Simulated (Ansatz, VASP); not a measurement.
# TiSi2 (Zhiqinite): VASP beside Ansatz, part 2 of 2

One calculation is typed for both programs; each brings its own data sets. How far apart do they land? The structure shown is the end of the Ansatz relaxation below.

VASP 6.6.1 and Ansatz 0.2.0.

So far. Step 3 (VASP: single point, PBEsol, pair 1): The run ends at a pressure of 3.35 GPa, with forces up to 0.0016 eV/Å.

## Step 5: Ansatz: relaxation, PBEsol

Level of this step: Ansatz beside VASP: Kohn-Sham DFT, plane waves, PBEsol (Ansatz).

This run makes the geometry at which the two programs are then compared. The cell compared in this pair holds 84.37 Å³, against 81.06 Å³ for the pair before.

The structure compared here is the end of the Ansatz relaxation.

Contents of input.yaml:

```yaml
crystal:
  lattice:
    - [0.0, 4.1150927107, 4.2787770859]
    - [2.3958827983, 0.0, 4.2787770859]
    - [2.3958827983, 4.1150927107, 0.0]
  atoms:
    - { symbol: Si, position: [0.0862450432, 0.4137549568, 0.0862450432] }
    - { symbol: Si, position: [0.4137549568, 0.0862450432, 0.4137549568] }
    - { symbol: Si, position: [0.1637549568, 0.8362450432, 0.1637549568] }
    - { symbol: Si, position: [0.8362450432, 0.1637549568, 0.8362450432] }
    - { symbol: Ti, position: [0.75, 0.75, 0.75] }
    - { symbol: Ti, position: [0.5, 0.5, 0.5] }
kpoints:
  mp_grid: { grid: [12, 12, 12] }
hamiltonian:
  xc: pbesol
  pseudopotentials: { kind: paw, azcp: { folder: soft_1 }, xc_functional: pbe }
scf:
  occupations: { method: methfessel_paxton, width: 0.2 }
output:
  forces: true
  stress: true
  eigenvalues: true
relax:
  adjacent_minimum: "off"
  f_tol: 0.001
  max_steps: 60
  cell: { stress_tol: 0.01, fix: [volume] }
```

Command:

```
$ ansatz run input.yaml --threads 4 --pin off --max-ram 16384MiB --backend cpu --events-out ev --progress --plain --runs-dir out
```

Numbers of over 12 decimals in the logs are rounded to 6 here.

The program printed:

```text
[...]
Crystal: 6 atoms, lattice volume = 84.371 Å³
Basis set: ecut = 420 eV, 1627 PW (Γ), exchange–correlation on 80×72×64 points (8 copies of the dense FFT grid, shifted against one another)
Bands: 26, of which v1, the nominal top of the filled ones, is band 20 counted from 1 (19 counted from 0)
Symmetry: 8 space group operations
[...]
k-points: 280 of 1728
[...]
cell:  # Å, volume = 84.3713 Å³
    - [0.0, 4.120223, 4.272356]
    - [2.396496, 0.0, 4.272356]
    - [2.396496, 4.120223, 0.0]
  atoms:
    - { symbol: Si, position: [0.086357, 0.413643, 0.086357] }
    - { symbol: Si, position: [0.413643, 0.086357, 0.413643] }
    - { symbol: Si, position: [0.163643, 0.836357, 0.163643] }
    - { symbol: Si, position: [0.836357, 0.163643, 0.836357] }
    - { symbol: Ti, position: [0.750000, 0.750000, 0.750000] }
    - { symbol: Ti, position: [0.500000, 0.500000, 0.500000] }
[key lines of the parts left out:]
SCF converged after 4 iterations
Free energy (F): -7437.786811 eV
Fermi energy:    12.415265 eV
P = ⅓ Tr σ = -2.8724 GPa (-28.724 kbar)
```

## Step 6: VASP: single point, PBEsol, pair 2

The same cell, functional, mesh and smearing now go to VASP, with its own data sets.

Contents of INCAR:

```
SYSTEM = TiSi2
PREC = Accurate
ENCUT = 500
EDIFF = 1E-06
NELM = 120
ISMEAR = 1
SIGMA = 0.2
LREAL = .FALSE.
ALGO = Normal
GGA = PS
NBANDS = 26
LASPH = .TRUE.
LORBIT = 11
LWAVE = .FALSE.
LCHARG = .FALSE.
ISIF = 2
GGA_COMPAT = .FALSE.
KPAR = 2
```

Contents of POSCAR:

```
TiSi2
1.0
    0.0000000000      4.1202225307      4.2723556773
    2.3964964021      0.0000000000      4.2723556773
    2.3964964021      4.1202225307      0.0000000000
Si Ti
4 2
Direct
    0.0863569835      0.4136430165      0.0863569835
    0.4136430165      0.0863569835      0.4136430165
    0.1636430165      0.8363569835      0.1636430165
    0.8363569835      0.1636430165      0.8363569835
    0.7500000000      0.7500000000      0.7500000000
    0.5000000000      0.5000000000      0.5000000000
```

Contents of KPOINTS:

```
Automatic mesh
0
Gamma
12 12 12
0 0 0
```

PAW data sets: Si and Ti_sv (PBE family, release 64).

Command:

```
$ mpirun -np 2 vasp_std
```

The program printed:

```text
[banner, memory and clock lines left out]
running    2 mpi-ranks, on    1 nodes
[...]
[... a notice as in an earlier step ...]

 LDA part: xc-table for (Slater+PW92), standard interpolation
 POSCAR, INCAR and KPOINTS ok, starting setup
[...]
entering main loop
       N       E                     dE             d eps       ncg     rms          rms(c)
DAV:   1     0.378655897028E+03    0.37866E+03   -0.18761E+04 14568   0.159E+03
DAV:   2     0.763030354718E+00   -0.37789E+03   -0.37159E+03 14588   0.457E+02
DAV:   3    -0.440522478026E+02   -0.44815E+02   -0.43989E+02 25654   0.129E+02
DAV:   4    -0.472527891404E+02   -0.32005E+01   -0.31899E+01 20336   0.322E+01
[...]
DAV:  12    -0.436668463968E+02    0.63965E-04   -0.89683E-04 20980   0.229E-01    0.145E-02
DAV:  13    -0.436668443120E+02    0.20848E-05   -0.40683E-05 20114   0.574E-02    0.155E-02
DAV:  14    -0.436668435112E+02    0.80083E-06   -0.38913E-06 19074   0.168E-02
   1 F= -.43666844E+02 E0= -.43666668E+02  d E =-.526281E-03
```

From OUTCAR (step 6):

```text
  Total       -1.4373676     -1.4521559     -1.3978539      0.0000000      0.0000000      0.0000000
  in kB      -27.2950314    -27.5758534    -26.5446817      0.0000000      0.0000000      0.0000000
  external PRESSURE =     -27.1385222 kB  Pullay stress =       0.0000000 kB

 POSITION                                       TOTAL-FORCE (eV/Angst)
 -----------------------------------------------------------------------------------
      1.19825      0.71162      2.13618        -0.000000     -0.001101      0.000000
      1.19825      3.40860      2.13618        -0.000000      0.001101      0.000000
      2.39650      1.34849      4.27236         0.000000      0.001101     -0.000000
      2.39650      6.89195      4.27236         0.000000     -0.001101     -0.000000
      3.59474      6.18033      6.40853         0.000000      0.000000     -0.000000
      2.39650      4.12022      4.27236        -0.000000      0.000000      0.000000
 -----------------------------------------------------------------------------------
    total drift:                               -0.000000     -0.000000     -0.000000

  FREE ENERGIE OF THE ION-ELECTRON SYSTEM (eV)
  ---------------------------------------------------
  free  energy   TOTEN  =       -43.6668435112 eV

  energy  without entropy=      -43.6663172300  energy(sigma->0) =      -43.66666808

[... 1 part as in an earlier step ...]

[... 2 further parts left out ...]
[key lines of the parts left out:]
E-fermi :  10.0281
```

The run ends at a pressure of -2.71 GPa, with forces up to 0.0011 eV/Å.

## Step 7: Differences

Both answers:

| quantity | Ansatz | VASP | difference |
| --- | --- | --- | --- |
| pressure (GPa) | -2.87 | -2.71 | -0.16 |

## Step 8: Ansatz: relaxation, PBEsol

This run makes the geometry at which the two programs are then compared. The cell compared in this pair holds 86.03 Å³, against 84.37 Å³ for the pair before.

The structure compared here is the end of the Ansatz relaxation.

input.yaml, the sections that differ from step 5:

```yaml
crystal:
  lattice:
    - [0.0, 4.1469779721, 4.300099024]
    - [2.4120585031, 0.0, 4.300099024]
    - [2.4120585031, 4.1469779721, 0.0]
  atoms:
    - { symbol: Si, position: [0.0863569835, 0.4136430165, 0.0863569835] }
    - { symbol: Si, position: [0.4136430165, 0.0863569835, 0.4136430165] }
    - { symbol: Si, position: [0.1636430165, 0.8363569835, 0.1636430165] }
    - { symbol: Si, position: [0.8363569835, 0.1636430165, 0.8363569835] }
    - { symbol: Ti, position: [0.75, 0.75, 0.75] }
    - { symbol: Ti, position: [0.5, 0.5, 0.5] }
# kpoints, hamiltonian, scf, output, relax: as in step 5
```

Command:

```
$ ansatz run input.yaml --threads 4 --pin off --max-ram 16384MiB --backend cpu --events-out ev --progress --plain --runs-dir out
```

The program printed:

```text
[...]
Crystal: 6 atoms, lattice volume = 86.026 Å³
Basis set: ecut = 420 eV, 1639 PW (Γ), exchange–correlation on 80×72×72 points (8 copies of the dense FFT grid, shifted against one another)
Bands: 26, of which v1, the nominal top of the filled ones, is band 20 counted from 1 (19 counted from 0)
Symmetry: 8 space group operations
[...]
k-points: 280 of 1728
[...]
cell:  # Å, volume = 86.0257 Å³
    - [0.0, 4.152342, 4.293458]
    - [2.412668, 0.0, 4.293458]
    - [2.412668, 4.152342, 0.0]
  atoms:
    - { symbol: Si, position: [0.086443, 0.413557, 0.086443] }
    - { symbol: Si, position: [0.413557, 0.086443, 0.413557] }
    - { symbol: Si, position: [0.163557, 0.836443, 0.163557] }
    - { symbol: Si, position: [0.836443, 0.163557, 0.836443] }
    - { symbol: Ti, position: [0.750000, 0.75, 0.750000] }
    - { symbol: Ti, position: [0.500000, 0.5, 0.500000] }
[key lines of the parts left out:]
SCF converged after 4 iterations
Free energy (F): -7437.743594 eV
Fermi energy:    12.134502 eV
P = ⅓ Tr σ = -5.4521 GPa (-54.521 kbar)
```

## Step 9: VASP: single point, PBEsol, pair 3

The same cell, functional, mesh and smearing now go to VASP, with its own data sets.

INCAR is that of step 6.

Contents of POSCAR:

```
TiSi2
1.0
    0.0000000000      4.1523422737      4.2934584241
    2.4126682877      0.0000000000      4.2934584241
    2.4126682877      4.1523422737      0.0000000000
Si Ti
4 2
Direct
    0.0864430926      0.4135569074      0.0864430926
    0.4135569074      0.0864430926      0.4135569074
    0.1635569074      0.8364430926      0.1635569074
    0.8364430926      0.1635569074      0.8364430926
    0.7500000000      0.7500000000      0.7500000000
    0.5000000000      0.5000000000      0.5000000000
```

KPOINTS is that of step 6.

Command:

```
$ mpirun -np 2 vasp_std
```

The program printed:

```text
[... set-up lines as in an earlier step ...]
 entering main loop
       N       E                     dE             d eps       ncg     rms          rms(c)
DAV:   1     0.377929719651E+03    0.37793E+03   -0.18737E+04 14560   0.159E+03
DAV:   2     0.974484735402E+00   -0.37696E+03   -0.37059E+03 14588   0.457E+02
DAV:   3    -0.440264486565E+02   -0.45001E+02   -0.44165E+02 25630   0.129E+02
DAV:   4    -0.472919900319E+02   -0.32655E+01   -0.32553E+01 20280   0.324E+01
[...]
DAV:  12    -0.436253701152E+02    0.84745E-04   -0.10474E-03 21130   0.242E-01    0.145E-02
DAV:  13    -0.436253690058E+02    0.11094E-05   -0.38115E-05 19954   0.557E-02    0.160E-02
DAV:  14    -0.436253680774E+02    0.92839E-06   -0.43430E-06 19254   0.176E-02
   1 F= -.43625368E+02 E0= -.43625144E+02  d E =-.672971E-03
```

OUTCAR, selected parts (step 9):

```text
  Total       -2.8469706     -2.8655887     -2.8121474      0.0000000      0.0000000      0.0000000
  in kB      -53.0231527    -53.3699039    -52.3745907      0.0000000      0.0000000      0.0000000
  external PRESSURE =     -52.9225491 kB  Pullay stress =       0.0000000 kB

 POSITION                                       TOTAL-FORCE (eV/Angst)
 -----------------------------------------------------------------------------------
      1.20633      0.71788      2.14673        -0.000000     -0.000468      0.000000
      1.20633      3.43446      2.14673        -0.000000      0.000468      0.000000
      2.41267      1.35829      4.29346         0.000000      0.000468      0.000000
      2.41267      6.94640      4.29346         0.000000     -0.000468      0.000000
      3.61900      6.22851      6.44019         0.000000      0.000000     -0.000000
      2.41267      4.15234      4.29346        -0.000000      0.000000     -0.000000
 -----------------------------------------------------------------------------------
    total drift:                               -0.000000     -0.000000     -0.000000

  FREE ENERGIE OF THE ION-ELECTRON SYSTEM (eV)
  ---------------------------------------------------
  free  energy   TOTEN  =       -43.6253680774 eV

  energy  without entropy=      -43.6246951068  energy(sigma->0) =      -43.62514375

[... 1 part as in an earlier step ...]

[... 2 further parts left out ...]
[key lines of the parts left out:]
E-fermi :   9.7938
```

The run ends at a pressure of -5.29 GPa, with forces up to 4.7e-4 eV/Å.

## Step 10: Differences

The two programs side by side:

| quantity | Ansatz | VASP | difference |
| --- | --- | --- | --- |
| pressure (GPa) | -5.45 | -5.29 | -0.16 |

## Step 11: What came out

| Item | Value |
| --- | --- |
| difference in pressure (single point, PBEsol, pair 1) | -0.15 GPa |
| difference in pressure (single point, PBEsol, pair 2) | -0.16 GPa |
| difference in pressure (single point, PBEsol, pair 3) | -0.16 GPa |

What this shows: The difference in pressure is -0.16 GPa (single point, PBEsol, pair 3), within the 1 GPa picked in this series as the mark of a large difference. 1 further run of this series is not shown here. How closely two codes agree says nothing of how well the functional describes the real material.

[Lines on the potential files, build, host, timing and source positions are cut from VASP's logs without a mark.]

[Logs are printed without paths, hosts, clocks, repeated set-up lines and the standing remarks that a program may print on its own settings, such as how far it seeks lower states.]

[Hosts, paths, dates, database ids (printed as entryN), source tags and the programs' standing remarks are cut or masked in the printed files.]
